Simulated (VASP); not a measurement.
```yaml
crystal:
  lattice:
    - [0.00000, 2.83177, 2.83177]
    - [2.83177, 0.00000, 2.83177]
    - [2.83177, 2.83177, 0.00000]
  atoms:
    - { symbol: Na, position: [0.00000, 0.00000, 0.00000] }
    - { symbol: Cl, position: [0.50000, 0.50000, 0.50000] }
```

Computed with vdW-DF2, VASP's PBE PAW potentials (set 64) (plane waves; VASP 6.6.1). Numerical set-up: 520 eV cut-off, 8×8×8 Γ-centred mesh, Gaussian smearing of 0.050 eV, potentials Na_pv Cl.

Q: What does the run give for the energy per atom (σ→0), band gap (on the k-mesh) with the smallest direct gap where there is one?

A: 
band gap (on the k-mesh): 4.91 eV
smallest direct gap (on the k-mesh): 4.91 eV
energy per atom (σ→0): -1.717 eV/atom

Only differences to runs with the same potentials and settings are physical.

The compound is NaCl in the rock salt structure. It was relaxed first.
